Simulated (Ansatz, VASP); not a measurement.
# Two plane-wave programs on Hf2TaO3

Contents of INCAR:

```
PREC     = Accurate       # precision mode
ENCUT    = 520            # plane-wave cutoff, eV
EDIFF    = 1E-6           # SCF threshold, eV
ISMEAR   = 0              # smearing method
SIGMA    = 0.1            # smearing width, eV
LREAL    = F              # projectors in reciprocal space
LASPH    = T              # aspherical terms in the spheres
NELM     = 100            # most SCF steps
ALGO     = Normal         # electronic algorithm
ISIF     = 2              # what is computed and relaxed
LWAVE    = F              # write WAVECAR
LCHARG   = F              # write CHGCAR
GGA      = PE             # functional
NBANDS   = 34             # bands
```

File KPOINTS:

```
regular mesh
0
Gamma
  6 6 6
```

The input POSCAR:

```
Hf2TaO3
1.0
    2.5830144100      1.4913040600      3.8487805500
   -2.5830144100      1.4913040600      3.8487805500
    0.0000000000     -2.9826081300      3.8487805500
Hf Ta O
2 1 3
Direct
    0.6269865000      0.6269865000      0.6269865000
    0.3730135000      0.3730135000      0.3730135000
    0.0000000000      0.0000000000      0.0000000000
    0.0000000000      0.5000000000      0.0000000000
    0.5000000000      0.0000000000      0.0000000000
    0.0000000000      0.0000000000      0.5000000000
```

Input for Ansatz:

```yaml
crystal:
  lattice:
    - [2.58301441, 1.49130406, 3.84878055]
    - [-2.58301441, 1.49130406, 3.84878055]
    - [0.0, -2.98260813, 3.84878055]
  atoms:
    - { symbol: Hf, position: [0.6269865, 0.6269865, 0.6269865] }
    - { symbol: Hf, position: [0.3730135, 0.3730135, 0.3730135] }
    - { symbol: Ta, position: [0.0, 0.0, 0.0] }
    - { symbol: O, position: [0.0, 0.5, 0.0] }
    - { symbol: O, position: [0.5, 0.0, 0.0] }
    - { symbol: O, position: [0.0, 0.0, 0.5] }
basis:
  ecutwfc: 420
kpoints:
  mp_grid: { grid: [6, 6, 6] }
hamiltonian:
  xc: pbe
scf:
  occupations: { method: gaussian, width: 0.1 }
  lower_state_search: "off"
output:
  forces: true
  stress: true
  eigenvalues: true
```

Change from the starting cell: species swapped into the Zr2VCo3 type (R-3m, No. 166).

Alike in both runs: task single point; functional PBE; k mesh 6 × 6 × 6; occupations gaussian, width 0.1 eV; no spin polarisation.

```csv
,VASP,Ansatz
version,VASP 6.6.1,Ansatz 0.2.0
potentials or method,"VASP PAW PBE potentials, release 64 (Hf_pv, Ta_pv, O)","scalar-relativistic, plane waves, PAW"
plane-wave cutoff (eV),520,420
valence electrons in the cell,49,83
```

```tsv
	VASP	Ansatz	Ansatz less VASP
gap on the k mesh at the Fermi level (eV)	none	none	-
pressure (GPa)	-20.4	-19.9	+0.55
largest component of the traceless stress (GPa)	26.61	26.71	+0.106
rms of the force components (eV/Å)	0.822	0.825	+0.0028
```

Atom by atom the forces differ by 0.003 eV/Å (rms over components). A gap of «none» marks a metal or a gap that the smearing closes. The two sets of potentials don't hold the same shells in valence.

Caveats: so large a pressure means that the cell lies far from this level's equilibrium, or that cutoff or potentials fall short (VASP); an odd number of electrons without spin polarisation forces a metal; a magnetic or distorted state may lie lower. The runs have no spin-orbit coupling, so splittings on Hf, Ta are missing.
